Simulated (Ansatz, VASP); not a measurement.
**ZnSi6S: VASP beside Ansatz**

One calculation is typed for both programs; each brings its own data sets. How far apart do they land? The cell is generated by rule, not measured, and may not be a known phase. The cell is taken from a series of runs on this material, whose earlier steps may have relaxed, scaled, displaced or heated it; both programs get it as it stands.

Calculated with Ansatz 0.2.0; plane waves, with VASP 6.6.1 beside it; relaxation of cell and atoms at PBE.

## (1) The starting structure

Symmetry: Pmm2, No. 25, orthorhombic system. The conventional cell has a = 3.877 Å, b = 3.879 Å, c = 10.983 Å, α = 90.00°, β = 90.00°, γ = 90.00°. Nearest to S lie 2 Si at 2.29 Å and 2 Zn at 2.52 Å. Nearest to Si lie 2 S at 2.29 Å and 2 Si at 2.35 Å. Nearest to Si lie 4 Si at 2.35 to 2.37 Å. Nearest to Si lie 4 Si at 2.37 Å. Si has 4 Si at 2.37 to 2.38 Å nearest. Nearest to Si lie 4 Si at 2.36 to 2.38 Å. Farther neighbours and most contacts between anions are not listed.

Structure file:

```cif
data_structure
_symmetry_space_group_name_H-M 'P 1'
_symmetry_Int_Tables_number 1
_cell_length_a 3.8773
_cell_length_b 3.8792
_cell_length_c 10.9828
_cell_angle_alpha 90.000
_cell_angle_beta 90.000
_cell_angle_gamma 90.000
_cell_volume 165.19
loop_
_atom_site_label
_atom_site_type_symbol
_atom_site_fract_x
_atom_site_fract_y
_atom_site_fract_z
_atom_site_occupancy
S1 S 0.50000 0.00000 0.14070 1
Si2 Si 0.50000 0.50000 0.25229 1
Si3 Si 0.00000 0.50000 0.37396 1
Si4 Si 0.00000 0.00000 0.49828 1
Si5 Si 0.50000 0.00000 0.62260 1
Si6 Si 0.50000 0.50000 0.74764 1
Si7 Si 0.00000 0.50000 0.86983 1
Zn8 Zn 0.00000 0.00000 0.99470 1
```

## (2) VASP: relaxation of cell and atoms, PBE, pair 1

The relaxed volume is the usual yardstick between codes: in a stiff, nearly cubic crystal its relative difference is about their pressure difference at one cell divided by the bulk modulus.

Lines of VASP's logs that name or quote its potential files are left out, and so is its time.

INCAR

```
SYSTEM = ZnSi6S
PREC = Accurate
ENCUT = 500
EDIFF = 1E-07
NELM = 120
ISMEAR = 0
SIGMA = 0.02
LREAL = .FALSE.
ALGO = Normal
GGA = PE
NBANDS = 29
LORBIT = 11
LWAVE = .FALSE.
LCHARG = .FALSE.
ISIF = 3
IBRION = 2
NSW = 80
EDIFFG = -0.005
LASPH = .TRUE.
GGA_COMPAT = .FALSE.
NELMIN = 4
KPAR = 2
```

POSCAR

```
ZnSi6S
1.0
    2.7416330000      2.7416330000      0.0000000000
   -2.7430230000      2.7430230000      0.0000000000
    0.0000000000      0.0000000000     10.9827680000
S Si Zn
1 6 1
Direct
    0.4999998176      0.0000000000      0.1406995941
    0.4999998176      0.5000000000      0.2522916809
    0.9999998176      0.5000000000      0.3739617372
    0.9999998176      0.0000000000      0.4982840391
    0.4999998176      0.0000000000      0.6225979644
    0.4999998176      0.5000000000      0.7476403034
    0.9999998176      0.5000000000      0.8698278977
    0.9999998176      0.0000000000      0.9946967832
```

KPOINTS

```
Automatic mesh
0
Gamma
8 8 4
0 0 0
```

The projector-augmented-wave data sets are S, Si and Zn (PBE family, release 64).

The run is started by

```sh
$ mpirun -np 2 vasp_std
```

Numbers of over 12 decimals in the logs are rounded to 6 here.

The program printed:

```text
[banner, memory and clock lines left out]
running    2 mpi-ranks, on    1 nodes
 distrk:  each k-point on    1 cores,    2 groups
 distr:  one band on    1 cores,    1 groups

 POSCAR found type information on POSCAR S SiZn
 POSCAR found :  3 types and       8 ions
 LDA part: xc-table for (Slater+PW92), standard interpolation
 POSCAR, INCAR and KPOINTS ok, starting setup
 FFT: planning ... GRIDC
 FFT: planning ... GRID_SOFT
 FFT: planning ... GRID
 WAVECAR not read
 entering main loop
       N       E                     dE             d eps       ncg     rms          rms(c)
DAV:   1     0.191388361228E+03    0.19139E+03   -0.16928E+04  4350   0.128E+03
DAV:   2    -0.199376203608E+02   -0.21133E+03   -0.20216E+03  4812   0.257E+02
DAV:   3    -0.385624980831E+02   -0.18625E+02   -0.18304E+02  5473   0.757E+01
DAV:   4    -0.390475917059E+02   -0.48509E+00   -0.48167E+00  5478   0.122E+01
DAV:   5    -0.390570550932E+02   -0.94634E-02   -0.94584E-02  5445   0.180E+00    0.112E+01
DAV:   6    -0.379901067773E+02    0.10669E+01   -0.23226E+00  5667   0.340E+01    0.746E+00
DAV:   7    -0.378437973945E+02    0.14631E+00   -0.16547E+00  5385   0.672E+00    0.302E+00
DAV:   8    -0.378480383906E+02   -0.42410E-02   -0.41600E-01  6044   0.321E+00    0.721E-01
DAV:   9    -0.378377300261E+02    0.10308E-01   -0.11193E-01  6163   0.242E+00    0.608E-01
DAV:  10    -0.378369404581E+02    0.78957E-03   -0.11277E-02  5488   0.659E-01    0.310E-01
DAV:  11    -0.378368515914E+02    0.88867E-04   -0.61959E-03  5682   0.258E-01    0.926E-02
DAV:  12    -0.378368586428E+02   -0.70514E-05   -0.17434E-03  5644   0.162E-01    0.663E-02
DAV:  13    -0.378368892482E+02   -0.30605E-04   -0.50848E-04  5898   0.109E-01    0.334E-02
DAV:  14    -0.378368844964E+02    0.47518E-05   -0.17943E-04  6094   0.875E-02    0.102E-02
DAV:  15    -0.378368848624E+02   -0.36597E-06   -0.13675E-05  5510   0.348E-02    0.412E-03
DAV:  16    -0.378368851456E+02   -0.28323E-06   -0.30833E-06  5178   0.100E-02    0.178E-03
DAV:  17    -0.378368851233E+02    0.22298E-07   -0.22895E-07  3500   0.294E-03
   1 F= -.37836885E+02 E0= -.37836722E+02  d E =-.378369E+02
[... from here on, the cycles between the ionic steps are left out ...]
   2 F= -.37839530E+02 E0= -.37839392E+02  d E =-.264493E-02
   3 F= -.37839893E+02 E0= -.37839763E+02  d E =-.300780E-02
   4 F= -.37840930E+02 E0= -.37840784E+02  d E =-.103674E-02
   5 F= -.37840930E+02 E0= -.37840785E+02  d E =-.103753E-02
   6 F= -.37841276E+02 E0= -.37841132E+02  d E =-.345393E-03
   7 F= -.37841350E+02 E0= -.37841209E+02  d E =-.419118E-03
   8 F= -.37841496E+02 E0= -.37841355E+02  d E =-.145956E-03
   9 F= -.37841501E+02 E0= -.37841361E+02  d E =-.151654E-03
  10 F= -.37841520E+02 E0= -.37841381E+02  d E =-.188487E-04
  11 F= -.37841521E+02 E0= -.37841382E+02  d E =-.198002E-04
 curvature:  -0.80 expect dE=-0.633E-05 dE for cont linesearch -0.122E-07
 trial: gam= 0.18831 g(F)=  0.731E-05 g(S)=  0.561E-06 ort =-0.888E-06 (trialstep = 0.129E+01)
 search vector abs. value=  0.937E-05
 bond charge predicted
       N       E                     dE             d eps       ncg     rms          rms(c)
DAV:   1    -0.378415264429E+02   -0.53834E-05   -0.19563E-03  4425   0.211E-01    0.940E-03
DAV:   2    -0.378415272182E+02   -0.77533E-06   -0.16591E-05  5777   0.218E-02    0.326E-03
DAV:   3    -0.378415270652E+02    0.15302E-06   -0.12055E-06  5640   0.825E-03    0.265E-03
DAV:   4    -0.378415269916E+02    0.73534E-07   -0.16036E-07  3028   0.291E-03
  12 F= -.37841527E+02 E0= -.37841388E+02  d E =-.596579E-05
 trial-energy change:   -0.000006  1 .order   -0.000006   -0.000010   -0.000003
 step:   1.7332(harm=  1.7332)  dis= 0.00082  next Energy=   -37.841528 (dE=-0.667E-05)
 reached required accuracy - stopping structural energy minimisation
```

Parts of OUTCAR (step 2):

```text
ion  position               nearest neighbor table
   1  0.500  0.000  0.141-   2 2.29   2 2.29   8 2.52   8 2.52
   2  0.500  0.500  0.252-   1 2.29   1 2.29   3 2.35   3 2.35
   3  1.000  0.500  0.374-   2 2.35   2 2.35   4 2.37   4 2.37
   4  1.000  0.000  0.498-   5 2.37   5 2.37   3 2.37   3 2.37
   5  0.500  0.000  0.623-   4 2.37   4 2.37   6 2.38   6 2.38
   6  0.500  0.500  0.748-   7 2.36   7 2.36   5 2.38   5 2.38
   7  1.000  0.500  0.870-   6 2.36   6 2.36   8 2.38   8 2.38
   8  1.000  0.000  0.995-   7 2.38   7 2.38   1 2.52   1 2.52

  LATTYP: Found a simple orthorhombic cell.
 ALAT       =     3.8772545716
 B/A-ratio  =     1.0005069971
 C/A-ratio  =     2.8326146238

 Subroutine GETGRP returns: Found  4 space group operations
 (whereof  4 operations were pure point group operations)

The static configuration has the point symmetry C_2v.

 Found     75 irreducible k-points:

   k-points           NKPTS =     75   k-points in BZ     NKDIM =     75   number of bands    NBANDS=     29

   dimension x,y,z NGX =    28 NGY =   28 NGZ =   80
   dimension x,y,z NGXF=    56 NGYF=   56 NGZF=  160

   ENCUT  =  500.0 eV  36.75 Ry    6.06 a.u.   7.07  7.07 20.02*2*pi/ulx,y,z

   NELECT =      42.0000    total number of electrons

 k-points in reciprocal lattice and weights: Automatic mesh
   0.00000000  0.00000000  0.00000000       0.004
   0.12500000  0.00000000  0.00000000       0.008
   0.25000000  0.00000000  0.00000000       0.008
   0.37500000  0.00000000  0.00000000       0.008
   0.50000000  0.00000000  0.00000000       0.004
   0.00000000  0.12500000  0.00000000       0.008
   0.12500000  0.12500000  0.00000000       0.016
   0.25000000  0.12500000  0.00000000       0.016
   0.37500000  0.12500000  0.00000000       0.016
[...]
0.37500000  0.50000000  0.50000000       0.008
   0.50000000  0.50000000  0.50000000       0.004

 average (electrostatic) potential at core
       1 -87.6873       2 -85.2261       3 -84.4313       4 -84.3449       5 -84.1614
       6 -84.0235       7 -83.7503       8 -34.4188

 E-fermi :   5.3040

 k-point     1 :       0.0000    0.0000    0.0000
  band No.  band energies     occupation
    ...
     17       3.3457      2.00000
     18       3.5321      2.00000
     19       4.2044      2.00000
     20       4.6651      2.00000
     21       4.8893      2.00000
     22       5.6428      0.00000
     23       6.0102      0.00000
     24       6.0403      0.00000
     25       6.5413      0.00000
     26       7.3175      0.00000
    ...

 k-point     2 :       0.1250    0.0000    0.0000
  band No.  band energies     occupation
    ...
     17       3.0187      2.00000
     18       3.5961      2.00000
     19       3.6242      2.00000
     20       4.2095      2.00000
     21       4.9371      2.00000
     22       6.0555      0.00000
     23       6.0610      0.00000
     24       6.8387      0.00000
     25       6.9330      0.00000
     26       7.3922      0.00000
    ...

 k-point     3 :       0.2500    0.0000    0.0000
  band No.  band energies     occupation
    ...
     17       2.7967      2.00000
     18       3.0618      2.00000
     19       3.5844      2.00000
     20       3.7413      2.00000
     21       4.9318      2.00000
     22       6.0767      0.00000
     23       6.4517      0.00000
     24       7.2761      0.00000
     25       7.5931      0.00000
     26       7.9495      0.00000
    ...

  Total        0.0054692      0.0054692      0.0064407      0.0016940      0.0000000      0.0000000
  in kB        0.0530072      0.0530072      0.0624230      0.0164178      0.0000000      0.0000000
  external PRESSURE =       0.0561458 kB  Pullay stress =       0.0000000 kB

  energy-cutoff  :      500.00
  volume of cell :      165.31
      direct lattice vectors                 reciprocal lattice vectors
     2.736282051  2.736282051  0.000000000     0.182729701  0.182729701  0.000000000
    -2.756347282  2.756347282  0.000000000    -0.181399493  0.181399493  0.000000000
     0.000000000  0.000000000 10.959162096     0.000000000  0.000000000  0.091247852

 POSITION                                       TOTAL-FORCE (eV/Angst)
 -----------------------------------------------------------------------------------
     -1.38821      4.12449      1.56028        -0.000000      0.000000     -0.002143
     -0.01003      2.74631      2.75469         0.000000     -0.000000     -0.003074
      1.35811      4.11446      4.09353         0.000000     -0.000000      0.000373
      2.73628      2.73628      5.44905         0.000000     -0.000000      0.000655
      1.36814      1.36814      6.81641         0.000000     -0.000000      0.001149
     -0.01003      2.74631      8.18499         0.000000     -0.000000     -0.000275
      1.35811      4.11446      9.53292         0.000000     -0.000000      0.001006
      2.73628      2.73628     10.92435         0.000000     -0.000000      0.002308
 -----------------------------------------------------------------------------------
    total drift:                                0.000515      0.000515     -0.000167

  FREE ENERGIE OF THE ION-ELECTRON SYSTEM (eV)
  ---------------------------------------------------
  free  energy   TOTEN  =       -37.8415269916 eV

  energy  without entropy=      -37.8412483859  energy(sigma->0) =      -37.84138769

 reached required accuracy - stopping structural energy minimisation

 total charge
# of ion       s       p       d       tot
------------------------------------------
    1        1.348   2.358   0.000   3.706
    2        0.780   0.825   0.000   1.605
    3        0.752   0.936   0.000   1.688
    4        0.754   0.918   0.000   1.672
    5        0.759   0.912   0.000   1.671
    6        0.751   0.915   0.000   1.666
    7        0.772   0.900   0.000   1.672
    8        0.622   0.422   9.739  10.783
--------------------------------------------------
tot          6.539   8.185   9.739  24.463

[... 3 further parts left out ...]
```

CONTCAR:

```
ZnSi6S
   1.00000000000000
     2.7362820513363864    2.7362820513363864    0.0000000000000000
    -2.7563472815674031    2.7563472815674031    0.0000000000000000
     0.0000000000000000    0.0000000000000000   10.9591620960312355
  S               Si              Zn
     1     6     1
Direct
     0.4999998175999991    1.0000000000000000    0.1423719029225675
     0.4999998175999991    0.5000000000000000    0.2513598173009313
     0.9999998175999991    0.5000000000000000    0.3735254734381436
     0.9999998175999991    0.0000000000000000    0.4972144578531872
     0.4999998175999991    0.0000000000000000    0.6219827252868863
     0.4999998175999991    0.5000000000000000    0.7468628712329937
     0.9999998175999991    0.5000000000000000    0.8698589014801751
     0.9999998175999991    0.0000000000000000    0.9968238504851082
```

The run keeps the 4 symmetry operations of its start, so it cannot find a distortion of lower symmetry.

[end of part 1 of 3]

[Lines on the potential files, build, host, timing and source positions are cut from VASP's logs without a mark.]

[Logs are printed without paths, hosts, clocks, repeated set-up lines and the standing remarks that a program may print on its own settings, such as how far it seeks lower states.]

[Hosts, paths, dates, database ids (printed as entryN), source tags and the programs' standing remarks are cut or masked in the printed files.]
